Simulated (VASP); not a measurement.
Data:

```xyz
4
Lattice="1.5607 -2.7033 0.0000 1.5607 2.7033 0.0000 0.0000 0.0000 4.9986" Properties=species:S:1:pos:R:3 pbc="T T T"
Al     1.5607    -0.9011     2.4996
Al     1.5607     0.9011     0.0003
N      1.5607    -0.9011     4.4085
N      1.5607     0.9011     1.9092
```

These are optB86b-vdW, VASP's PBE PAW potentials (set 64) (plane waves; VASP) values and carry that method's errors. Settings: 520 eV cut-off, 9×9×5 Γ-centred mesh, tetrahedra with Blöchl corrections, potentials Al N.

The cores are frozen, which limits the accuracy of field gradients.

Q: Give the principal components of the electric field gradient (V/Å²) and the asymmetry η at each nucleus.

A: 
```
atom   Vxx   Vyy  Vzz     η
----  ----  ----  ---  ----
Al1   -2.5  -2.5  5.0  0.00
Al2   -2.5  -2.5  5.0  0.00
N3     0.0   0.0  0.0     -
N4     0.0   0.0  0.0     -
```

The compound is AlN in the wurtzite structure. It was relaxed first.
